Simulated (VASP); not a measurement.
# AlN: exact exchange and RPA correlation, part 6 of 7

Aim: total energies of AlN from exact exchange and RPA correlation, beside cheaper functionals. The scan starts from a database cell, scaled to the smallest volume of the series. The cell is of the wurtzite type, one of the forms listed for this formula. The start is a cell from a database of measured crystal structures.

VASP 6.6.1, plane waves and PAW; the level of theory is named at each step.

So far. Step 28 (Orbitals for comparison: HSE06, volume ratio 1.02): The run ends at a pressure of -8.25 GPa, with forces up to 0.10 eV/Å. Step 29 (Comparison: HSE06, volume ratio 1.02): Its energy is -8.7453 eV an atom, on a zero of its own.

The database entry behind the starting cell differs from later determinations by our own check (inner coordinate u about 0.002 short), so it need not match the best structure at ambient conditions.

### Step 30. Orbitals, volume ratio 1.06

This step: LDA; plane waves and PAW (Al_GW, N_GW) (VASP 6.6.1).

The same chain follows at a volume ratio of 1.06.

Input file INCAR:

```
SYSTEM = AlN
PREC = Accurate
ENCUT = 570
EDIFF = 1E-08
NELM = 100
ISMEAR = 0
SIGMA = 0.05
LREAL = .FALSE.
ALGO = Normal
GGA = CA
NBANDS = 14
LORBIT = 11
LWAVE = .TRUE.
LCHARG = .FALSE.
KPAR = 4
```

Input file POSCAR:

```
AlN
1.0
    3.1740547162      0.0000000000      0.0000000000
   -1.5870273581      2.7488120173      0.0000000000
    0.0000000000      0.0000000000      5.0786914685
Al N
2 2
Direct
    0.6666666667      0.3333333333      0.5000000000
    0.3333333333      0.6666666667      0.0000000000
    0.6666666667      0.3333333333      0.8800000000
    0.3333333333      0.6666666667      0.3800000000
```

Input file KPOINTS:

```
Automatic mesh
0
Gamma
6 6 4
0 0 0
```

The projector-augmented-wave data sets are Al_GW and N_GW (LDA family, release 64).

Run with:

```bash
$ mpirun -np 4 vasp_std
```

Log:

```text
[... set-up lines as in an earlier step ...]
 entering main loop
       N       E                     dE             d eps       ncg     rms          rms(c)
DAV:   1     0.682301742395E+02    0.68230E+02   -0.77136E+03   588   0.110E+03
DAV:   2    -0.317180472552E+02   -0.99948E+02   -0.87297E+02   890   0.315E+02
DAV:   3    -0.373762263669E+02   -0.56582E+01   -0.56108E+01   822   0.602E+01
DAV:   4    -0.374722454778E+02   -0.96019E-01   -0.95974E-01   702   0.106E+01
[...]
DAV:  13    -0.327441944466E+02    0.54720E-06   -0.23162E-06   996   0.166E-02    0.197E-04
DAV:  14    -0.327441944575E+02   -0.10942E-07   -0.48062E-08   708   0.181E-03    0.121E-04
DAV:  15    -0.327441944578E+02   -0.24966E-09   -0.20126E-09   564   0.499E-04
   1 F= -.32744194E+02 E0= -.32744194E+02  d E =-.137557E-14
 writing wavefunctions
```

Wall time 6.8 s (4 MPI ranks of Intel Xeon Platinum 8259CL at 2.50GHz (Skylake/Cascade Lake), shared host); peak memory 0.6 GiB.

OUTCAR, selected parts (step 30):

```text
  Total       -4.2131830     -4.2131830     -3.6839279      0.0000000      0.0000000      0.0000000
  in kB     -152.3384811   -152.3384811   -133.2019007      0.0000000      0.0000000      0.0000000
  external PRESSURE =    -145.9596209 kB  Pullay stress =       0.0000000 kB

 POSITION                                       TOTAL-FORCE (eV/Angst)
 -----------------------------------------------------------------------------------
      1.58703      0.91627      2.53935         0.000000     -0.000000     -0.078205
     -0.00000      1.83254      0.00000         0.000000      0.000000     -0.078205
      1.58703      0.91627      4.46925        -0.000000     -0.000000      0.078205
     -0.00000      1.83254      1.92990         0.000000     -0.000000      0.078205
 -----------------------------------------------------------------------------------
    total drift:                                0.000000      0.000000     -0.000719

  FREE ENERGIE OF THE ION-ELECTRON SYSTEM (eV)
  ---------------------------------------------------
  free  energy   TOTEN  =       -32.7441944578 eV

  energy  without entropy=      -32.7441944578  energy(sigma->0) =      -32.74419446

[... 1 part as in an earlier step ...]

[... 2 further parts left out ...]
[key lines of the parts left out:]
E-fermi :   4.7406
```

The run ends at a pressure of -14.60 GPa, with forces up to 0.078 eV/Å.

### Step 31. Exact exchange, volume ratio 1.06

This step: Hartree-Fock energy on LDA orbitals; plane waves and PAW (Al_GW, N_GW) (VASP 6.6.1).

Exact exchange at this point.

Input file INCAR:

```
SYSTEM = AlN
PREC = Accurate
ENCUT = 570
ISMEAR = 0
SIGMA = 0.05
LREAL = .FALSE.
GGA = CA
NBANDS = 14
ALGO = Eigenval
NELM = 1
LHFCALC = .TRUE.
AEXX = 1
ALDAC = 0
AGGAC = 0
PRECFOCK = Normal
LWAVE = .FALSE.
LCHARG = .FALSE.
```

POSCAR is that of step 30.

KPOINTS is that of step 30.

The run starts from files that an earlier step left in the folder.

Run with:

```bash
$ mpirun -np 4 vasp_std
```

Log:

```text
[... set-up lines as in an earlier step ...]
 entering main loop
       N       E                     dE             d eps       ncg     rms          rms(c)
EIG:   1    -0.512052371090E+02   -0.51205E+02    0.00000E+00     0   0.000E+00
   1 F= -.51205237E+02 E0= -.51205237E+02  d E =-.446750E-17
```

Wall time 99 s (4 MPI ranks); peak memory 0.54 GiB.

From OUTCAR (step 31):

```text
 POSITION                                       TOTAL-FORCE (eV/Angst)
 -----------------------------------------------------------------------------------
      1.58703      0.91627      2.53935         0.000000      0.000000     -0.109173
     -0.00000      1.83254      0.00000        -0.000000      0.000000     -0.109173
      1.58703      0.91627      4.46925         0.000000     -0.000000      0.109173
     -0.00000      1.83254      1.92990        -0.000000      0.000000      0.109173
 -----------------------------------------------------------------------------------
    total drift:                                0.000000      0.000000     -0.063554

  FREE ENERGIE OF THE ION-ELECTRON SYSTEM (eV)
  ---------------------------------------------------
  free  energy   TOTEN  =       -51.2052371090 eV

  energy  without entropy=      -51.2052371090  energy(sigma->0) =      -51.20523711

[... 2 parts as in an earlier step ...]

[... 1 further part left out ...]
[key lines of the parts left out:]
E-fermi :   4.7674
```

The Hartree-Fock energy on these orbitals is -12.8013 eV an atom.

### Step 32. Empty bands, volume ratio 1.06

This step: LDA; plane waves and PAW (Al_GW, N_GW) (VASP 6.6.1).

The empty bands are made again, for the run that follows.

Input file INCAR:

```
SYSTEM = AlN
PREC = Accurate
ENCUT = 570
ISMEAR = 0
SIGMA = 0.05
LREAL = .FALSE.
GGA = CA
NBANDS = 1380
ALGO = Exact
NELM = 1
LWAVE = .TRUE.
LCHARG = .FALSE.
LOPTICS = .TRUE.
NEDOS = 1000
CSHIFT = 0.1
```

POSCAR is that of step 31.

KPOINTS is that of step 31.

Run with:

```bash
$ mpirun -np 4 vasp_std
```

Log:

```text
[banner, memory and clock lines left out]
running    4 mpi-ranks, on    1 nodes
[...]
LDA part: xc-table for (Slater(with rela. corr.)+CA(PZ))
 , standard interpolation
 found WAVECAR, reading the header
  number of bands has changed, file:    14 present:  1380
  trying to continue reading WAVECAR, but it might fail
 POSCAR, INCAR and KPOINTS ok, starting setup
[...]
reading WAVECAR
 random initialization beyond band           14
 the WAVECAR file was read successfully
 initial charge from wavefunction
 entering main loop
       N       E                     dE             d eps       ncg     rms          rms(c)
DIA:   1    -0.327441944589E+02   -0.32744E+02    0.00000E+00     0   0.000E+00
   1 F= -.32744194E+02 E0= -.32744194E+02  d E =-.342752E-28
 writing wavefunctions
 optical routines
 imaginary and real dielectric function
 recalculating local potential from charge density
 direction            1
 direction            2
 direction            3
```

Wall time 68 s (4 MPI ranks); peak memory 2 GiB; 3.6 min of CPU time.

From OUTCAR (step 32):

```text
  Total       -4.2133755     -4.2133755     -3.6841006      0.0000000      0.0000000     -0.0000000
  in kB     -152.3454418   -152.3454418   -133.2081459      0.0000000      0.0000000     -0.0000000
  external PRESSURE =    -145.9663432 kB  Pullay stress =       0.0000000 kB

 POSITION                                       TOTAL-FORCE (eV/Angst)
 -----------------------------------------------------------------------------------
      1.58703      0.91627      2.53935        -0.000000      0.000000     -0.078208
     -0.00000      1.83254      0.00000        -0.000000      0.000000     -0.078208
      1.58703      0.91627      4.46925        -0.000000      0.000000      0.078208
     -0.00000      1.83254      1.92990         0.000000     -0.000000      0.078208
 -----------------------------------------------------------------------------------
    total drift:                                0.000000      0.000000     -0.000711

  FREE ENERGIE OF THE ION-ELECTRON SYSTEM (eV)
  ---------------------------------------------------
  free  energy   TOTEN  =       -32.7441944589 eV

  energy  without entropy=      -32.7441944589  energy(sigma->0) =      -32.74419446

[... 1 part as in an earlier step ...]

[... 2 further parts left out ...]
[key lines of the parts left out:]
E-fermi :   4.8647
```

WAVECAR now holds 1380 bands for 16 electrons.

### Step 33. RPA correlation, volume ratio 1.06

This step: RPA correlation on LDA orbitals; plane waves and PAW (Al_GW, N_GW) (VASP 6.6.1).

RPA correlation at this point.

Input file INCAR:

```
SYSTEM = AlN
PREC = Accurate
ENCUT = 570
ISMEAR = 0
SIGMA = 0.05
LREAL = .FALSE.
GGA = CA
NBANDS = 1380
ALGO = ACFDT
ENCUTGW = 160
NOMEGA = 12
PRECFOCK = Fast
LWAVE = .FALSE.
LCHARG = .FALSE.
```

POSCAR is that of step 32.

KPOINTS is that of step 32.

Run with:

```bash
$ mpirun -np 4 vasp_std
```

Log:

```text
[banner, memory and clock lines left out]
running    4 mpi-ranks, on    1 nodes
[...]
LDA part: xc-table for (Slater(with rela. corr.)+CA(PZ))
 , standard interpolation
 found WAVECAR, reading the header
 POSCAR, INCAR and KPOINTS ok, starting setup
[...]
reading WAVECAR
 the WAVECAR file was read successfully
 initial charge from wavefunction
 available memory per node:    127.67 GB, setting MAXMEM to    130735

 The Fermi energy was updated, please check that it is located mid-gap
 values below the HOMO (VB) or above the LUMO (CB) will cause erroneous energies
 E-fermi :   6.3569

 the WAVEDER file was read successfully
 set NWRITE>2 for more details about minimax calculation
 number of imaginary grid points requested:      12
 number of distinct grids requested:  1
 quadrature errors minimized for energies in [ 0.374E+01, 0.573E+03 ]
 bosonic grid (T=0, re) determined with error: 0.6923E-08
 bosonic grid (re): 0.6923E-08
       0.8366       2.6962       5.1717       8.8766      14.7963
[...]
NQ=  15    0.0000    0.0000    0.5000,
|.........|.........|.........|.........
 performed     284250000 updates of chi_q(r,r)
 total number of BLAS operations      95054.30 Gflops
NQ=  16    0.1667    0.0000    0.5000,
|.........|.........|.........|.........
 performed     303200000 updates of chi_q(r,r)
 total number of BLAS operations     101613.26 Gflops
NQ=  17    0.3333    0.0000    0.5000,
|.........|.........|.........|.........
 performed     322150000 updates of chi_q(r,r)
 total number of BLAS operations     107677.39 Gflops
NQ=  18    0.5000    0.0000    0.5000,
|.........|.........|.........|.........
 performed     341100000 updates of chi_q(r,r)
 total number of BLAS operations     113741.51 Gflops
NQ=  19    0.1667    0.1667    0.5000,
|.........|.........|.........|.........
 performed     360050000 updates of chi_q(r,r)
 total number of BLAS operations     120050.63 Gflops
NQ=  20    0.3333    0.1667    0.5000,
|.........|.........|.........|.........
 performed     379000000 updates of chi_q(r,r)
 total number of BLAS operations     126359.75 Gflops
NQ=  21    0.3333    0.3333    0.5000,
|.........|.........|.........|.........
 performed     397950000 updates of chi_q(r,r)
 total number of BLAS operations     132303.20 Gflops
 entering main loop
```

Elapsed: 33 min, on 4 MPI ranks; peak memory 5.8 GiB; 1.8 h of CPU time.

OUTCAR, selected parts (step 33):

```text
      cutoff energy     smooth cutoff   RPA   correlation   Hartree contr. to MP2
---------------------------------------------------------------------------------
            160.000           128.000      -22.3365654939      -36.4929784613
            152.381           121.905      -22.0842068300      -36.1680409857
            145.125           116.100      -21.8182513100      -35.8197627687
            138.214           110.571      -21.5404534272      -35.4501812326
            131.632           105.306      -21.2511809063      -35.0593398885
            125.364           100.291      -20.9484102093      -34.6441357686
            119.394            95.516      -20.6367561533      -34.2103389652
            113.709            90.967      -20.3118796003      -33.7509471957
  linear regression

[... 2 parts as in an earlier step ...]

[... 2 further parts left out ...]
[key lines of the parts left out:]
E-fermi :   6.3569
```

Extrapolated by the program to an infinite response cutoff, the correlation energy is -6.3335 eV an atom, -24 meV against the point before. With exact exchange the total is -19.1348 eV an atom.

### Step 34. Comparison: r2SCAN, volume ratio 1.06

This step: r2SCAN; plane waves and PAW (Al_GW, N_GW) (VASP 6.6.1).

The comparison at this point.

Input file INCAR:

```
SYSTEM = AlN
PREC = Accurate
ENCUT = 570
EDIFF = 1E-06
NELM = 100
ISMEAR = 0
SIGMA = 0.05
LREAL = .FALSE.
ALGO = Normal
METAGGA = R2SCAN
LASPH = .TRUE.
NBANDS = 14
LWAVE = .FALSE.
LCHARG = .FALSE.
KPAR = 4
```

POSCAR is that of step 33.

KPOINTS is that of step 33.

Run with:

```bash
$ mpirun -np 4 vasp_std
```

Log:

```text
[... set-up lines as in an earlier step ...]
 entering main loop
       N       E                     dE             d eps       ncg     rms          rms(c)
DAV:   1    -0.154200387760E+02   -0.15420E+02   -0.79973E+03   588   0.114E+03
DAV:   2    -0.119081203226E+03   -0.10366E+03   -0.90658E+02   890   0.327E+02
DAV:   3    -0.125023603229E+03   -0.59424E+01   -0.58934E+01   810   0.625E+01
DAV:   4    -0.125126647679E+03   -0.10304E+00   -0.10298E+00   720   0.112E+01
[...]
DAV:  10    -0.115958593902E+03   -0.40145E-03   -0.12754E-03   708   0.288E-01    0.549E-02
DAV:  11    -0.115958556031E+03    0.37871E-04   -0.21575E-04   982   0.193E-01    0.272E-03
DAV:  12    -0.115958555619E+03    0.41233E-06   -0.66923E-06   762   0.281E-02
   1 F= -.11595856E+03 E0= -.11595856E+03  d E =-.190904E-12
```

Elapsed: 24 s, on 4 MPI ranks; peak memory 0.7 GiB; 74 s of CPU time.

From OUTCAR (step 34):

```text
  Total       -3.6600460     -3.6600460     -3.0723145      0.0000000     -0.0000000      0.0000000
  in kB     -132.3383882   -132.3383882   -111.0874427      0.0000000     -0.0000000      0.0000000
  external PRESSURE =    -125.2547397 kB  Pullay stress =       0.0000000 kB

 POSITION                                       TOTAL-FORCE (eV/Angst)
 -----------------------------------------------------------------------------------
      1.58703      0.91627      2.53935         0.000000      0.000000     -0.078774
     -0.00000      1.83254      0.00000        -0.000000     -0.000000     -0.078774
      1.58703      0.91627      4.46925        -0.000000      0.000000      0.078774
     -0.00000      1.83254      1.92990        -0.000000      0.000000      0.078774
 -----------------------------------------------------------------------------------
    total drift:                                0.000000      0.000000     -0.026915

  FREE ENERGIE OF THE ION-ELECTRON SYSTEM (eV)
  ---------------------------------------------------
  free  energy   TOTEN  =      -115.9585556190 eV

  energy  without entropy=     -115.9585556190  energy(sigma->0) =     -115.95855562

[... 2 parts as in an earlier step ...]

[... 1 further part left out ...]
[key lines of the parts left out:]
E-fermi :   4.7371
```

Its energy is -28.9896 eV an atom, on a zero of its own.

### Step 35. Orbitals for comparison: HSE06, volume ratio 1.06

This step: LDA; plane waves and PAW (Al_GW, N_GW) (VASP 6.6.1).

Starting orbitals, as before.

Input file INCAR:

```
SYSTEM = AlN
PREC = Accurate
ENCUT = 570
EDIFF = 1E-05
NELM = 100
ISMEAR = 0
SIGMA = 0.05
LREAL = .FALSE.
ALGO = Normal
GGA = CA
NBANDS = 14
LORBIT = 11
LWAVE = .TRUE.
LCHARG = .FALSE.
KPAR = 4
```

POSCAR is that of step 34.

KPOINTS is that of step 34.

Run with:

```bash
$ mpirun -np 4 vasp_std
```

Log:

```text
[... set-up lines as in an earlier step ...]
 entering main loop
       N       E                     dE             d eps       ncg     rms          rms(c)
[... 11 cycles as in an earlier step ...]
DAV:  12    -0.327441949703E+02    0.20673E-07   -0.10887E-06   474   0.122E-02
   1 F= -.32744195E+02 E0= -.32744195E+02  d E =-.722336E-15
 writing wavefunctions
```

Wall time 5.6 s (4 MPI ranks); peak memory 0.61 GiB; 16 s of CPU time.

(Part 6 of 7 ends here.)

[Lines on the potential files, build, host, timing and source positions are cut from VASP's logs without a mark.]

[Logs are printed without paths, hosts, clocks, repeated set-up lines and the standing remarks that a program may print on its own settings, such as how far it seeks lower states.]

[Hosts, paths, dates, database ids (printed as entryN), source tags and the programs' standing remarks are cut or masked in the printed files.]

[Pressures printed for these runs are not shown converged in the cutoff: they can be off by several GPa and have the wrong sign.]
